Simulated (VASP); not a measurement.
Wanted: the native input for a VASP 6.6.1 run.

```yaml
Task: relaxation of cell and atoms
Functional: PBE
Potentials_or_basis: VASP PAW PBE potentials, release 64 (Ti_sv, Mo_sv, Se)
Cutoff: 520 eV
k_mesh: 4 × 4 × 4
Occupations: gaussian, width 0.15 eV
Spin: no spin polarisation
Further_INCAR_settings: PREC = Normal; ALGO = Fast; EDIFF = 0.0001; IBRION = 2; EDIFFG = -0.08; NSW = 24; ISIF = 3
```

The structure of TiMoSe3 lies in POSCAR:

```
TiMoSe3
1.0
   -2.7494996700      3.1662975300      4.0786345300
    2.7494996700     -3.1662975300      4.0786345300
    2.7494996700      3.1662975300     -4.0786345300
Ti Mo Se
1 1 3
Direct
    0.5000000000      0.5000000000      0.0000000000
    0.0000000000      0.5000000000      0.5000000000
    0.5000000000      0.0000000000      0.5000000000
    0.8325622900      0.8325622900      0.0000000000
    0.1674377100      0.1674377100      0.0000000000
```

The cell was built by a generator and needn't be a form met in nature.

One way to write it, as run:

INCAR

```
ALGO = Fast
EDIFF = 1E-4
EDIFFG = -0.08
ENCUT = 520
GGA = PE
IBRION = 2
ISIF = 3
ISMEAR = 0
LASPH = True
LCHARG = False
LREAL = False
LWAVE = False
NELM = 60
NSW = 24
PREC = Normal
SIGMA = 0.15
```

KPOINTS

```
k-points
0
Gamma
  4 4 4
```

Potentials or basis: VASP PAW PBE potentials, release 64 (Ti_sv, Mo_sv, Se).

Launch:

```bash
$ cat potpaw_PBE.64/Ti_sv/POTCAR potpaw_PBE.64/Mo_sv/POTCAR potpaw_PBE.64/Se/POTCAR > POTCAR
$ mpirun -np 1 vasp_std > vasp.out
```

Results of the run:

```yaml
Relaxed_volume: 20.25 Å³/atom
Relaxed_cell: a = 5.405 Å, b = 5.405 Å, c = 5.405 Å, α = 128.91°, β = 121.19°, γ = 81.61°
Space_group_after_relaxing_to_0.05_Å: Immm (No. 71)
Energy_gained_by_relaxing: 648.5 meV/atom
Ionic_steps: 20
Pressure_after_relaxing: -0.1 GPa
Largest_force_after_relaxing: 0.033 eV/Å
Band_gap_on_the_k_mesh: none (metal or under the smearing width)
```

Caveat: the k mesh is coarse (spacing up to 0.38 Å⁻¹), so the values aren't converged; the volume moved by over 15 % at a fixed basis, so the end points are rough; the relaxation stopped at a loose force limit of 0.08 eV/Å, so its end isn't a converged minimum.

Wall time 18 min on 1 thread of Intel(R) Xeon(R) Platinum 8375C CPU @ 2.90GHz (Ice Lake), with other jobs on the host, peak memory 0.26 GiB.
